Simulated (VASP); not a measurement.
VASP runs on BaBr₂ share one base input (PBE GGA, plane waves, VASP's PBE PAW potentials (set 64)) and change the settings named in each case.

### INCAR
```
ALGO  =  Normal
EDIFF  =  1E-6
ENCUT  =  300
GGA  =  PE
ISIF  =  2
ISMEAR  =  0
LASPH  =  .TRUE.
LCHARG  =  .FALSE.
LMAXMIX  =  4
LREAL  =  .FALSE.
LWAVE  =  .FALSE.
NELM  =  100
PREC  =  Accurate
SIGMA  =  0.136
SYSTEM  =  BaBr2
```

File KPOINTS:
```
Regular mesh
0
G
7 7 1
0 0 0
```

**POSCAR**
```
BaBr2
1.0
  4.0981930000   0.0000000000   0.0000000000
 -2.0490960000   3.5491390000   0.0000000000
  0.0000000000   0.0000000000  17.9053550000
Ba Br
1 2
Direct
  0.6666670000   0.3333330000   0.5000000000
  0.3333330000   0.6666670000   0.3909450000
  0.3333330000   0.6666670000   0.6090550000
```

POTCAR, in this order: Ba_sv Br (PBE.64 set). Program: vasp_std.

| change | E(σ→0) (eV/atom) | largest force (eV/Å) |
|---|---|---|
| base run | -3.5603 | 0.652 |
| GGA removed, POTCAR Ba_sv Br (LDA.64 set) | -4.0191 | 0.217 |
| GGA_COMPAT = .FALSE., LNONCOLLINEAR = .TRUE., LSORBIT = .TRUE., MAGMOM = 0.0 0.0 0.0 0.0 0.0 0.0 0.0 0.0 0.0, program vasp_ncl | -3.6441 | ___ |
| KPOINTS 3×3×1 Γ-centred mesh | -3.5563 | 0.632 |

Task: Some entries are withheld; supply them.

Result: 
- GGA_COMPAT = .FALSE., LNONCOLLINEAR = .TRUE., LSORBIT = .TRUE., MAGMOM = 0.0 0.0 0.0 0.0 0.0 0.0 0.0 0.0 0.0, program vasp_ncl, largest force (eV/Å): 0.653

Energies of different potentials or functionals have different zeros.  The cell holds a wide vacuum, so values per volume refer to the whole cell. Unless said otherwise, spin-orbit coupling is left out, though it shifts the bands of the heavy elements here.

Left out are runs that ran out of time, are held back, or changed the cell or the kind of run, fixed moments of cells without a moment, rows past the twelfth, gaps on odd meshes, pressures of charged cells and columns that move by less than the noise.

The cell is a sheet or thin cut with vacuum, built from a generated structure.
